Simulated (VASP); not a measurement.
VASP input:

**POSCAR**
```
FeAl
1
    2.9682000000     0.0000000000     0.0000000000
    0.0000000000     2.9682000000     0.0000000000
    0.0000000000     0.0000000000     2.9682000000
Al Fe
1 1
Direct
  0.5000000000   0.5000000000   0.5000000000
  0.0000000000   0.0000000000   0.0000000000
```

INCAR:
```
SYSTEM = FeAl
PREC = Accurate
ENCUT = 400
EDIFF = 1E-6
NELM = 100
ALGO = Normal
LREAL = .FALSE.
LASPH = .TRUE.
ISMEAR = 1
SIGMA = 0.1
GGA = PE
LMAXMIX = 4
LWAVE = .FALSE.
LCHARG = .FALSE.
ISIF = 2
NBANDS = 3
```

**KPOINTS**
```
Automatic mesh
0
Gamma
9 9 9
0 0 0
```

POTCAR, in this order: Al Fe (PBE.64 set). Program: vasp_std.

What VASP printed:

standard output:
```
 POSCAR found type information on POSCAR AlFe
 POSCAR found :  2 types and       2 ions
 Reading from existing POTCAR
 Reading from existing POTCAR
 LDA part: xc-table for (Slater+PW92), standard interpolation

 -----------------------------------------------------------------------------
|                                                                             |
|     EEEEEEE  RRRRRR   RRRRRR   OOOOOOO  RRRRRR      ###     ###     ###     |
|     E        R     R  R     R  O     O  R     R     ###     ###     ###     |
|     E        R     R  R     R  O     O  R     R     ###     ###     ###     |
|     EEEEE    RRRRRR   RRRRRR   O     O  RRRRRR       #       #       #      |
|     E        R   R    R   R    O     O  R   R                               |
|     E        R    R   R    R   O     O  R    R      ###     ###     ###     |
|     EEEEEEE  R     R  R     R  OOOOOOO  R     R     ###     ###     ###     |
|                                                                             |
|     The number of bands is not sufficient to hold all electrons. I am       |
|     sorry, but this calculation does not make sense. If you want to         |
|     calculate only selected states, you need to set either EFERMI or        |
|     EREF. EREF specifies around which energy states are supposed to be      |
|     calculated.                                                             |
|     I found NBANDS = 3, NELECT = 11.                                        |
|                                                                             |
|       ---->  I REFUSE TO CONTINUE WITH THIS SICK JOB ... BYE!!! <----       |
|                                                                             |
 -----------------------------------------------------------------------------
```

Question: From input and log, find the fault in this run and mend it.

Answer: The cause: NBANDS is too small to hold all electrons. VASP stops with an error: The number of bands is not sufficient to hold all electrons. I am sorry, but this calculation does not make sense. If you want to calculate only selected states, you need to set either EFERMI or EREF. EREF specifies around which energy states are supposed to be calculated. I found NBANDS = 3, NELECT = 11. ----> I REFUSE TO CONTINUE WITH THIS SICK JOB ... BYE!!! <---- To mend it, remove NBANDS.

The mended run (PBE GGA, plane waves, VASP's PBE PAW potentials (set 64)) converges, and its OSZICAR ends with
```
   1 F= -.12495821E+02 E0= -.12496019E+02  d E =0.593065E-03
```

The compound is FeAl in the CsCl type structure. The cell was not relaxed at this level. The run is not spin-polarised, so no magnetic state was tried. The electron count is odd and the run is not spin-polarised, which forces a metal.
